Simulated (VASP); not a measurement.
Energy against volume of PdIn (CsCl type). Calculation: PBE GGA with D3 dispersion (zero damping), VASP's PBE PAW potentials (set 64) (plane waves; VASP).

| V (Å³/atom) | E (eV/atom) |
|---|---|
| 16.436 | -4.76679 |
| 16.961 | -4.78711 |
| 17.485 | -4.79279 |
| 18.010 | -4.78643 |
| 18.534 | -4.77061 |

Task: Fit a third-order Birch-Murnaghan equation of state.

Result: 
```yaml
volume_per_atom: 17.45 Å³/atom
bulk_modulus: 122 GPa
pressure_derivative_of_the_bulk_modulus: 6.18
lattice_constant_a: 3.268 Å
```

The compound is PdIn in the CsCl type structure. It was relaxed first.
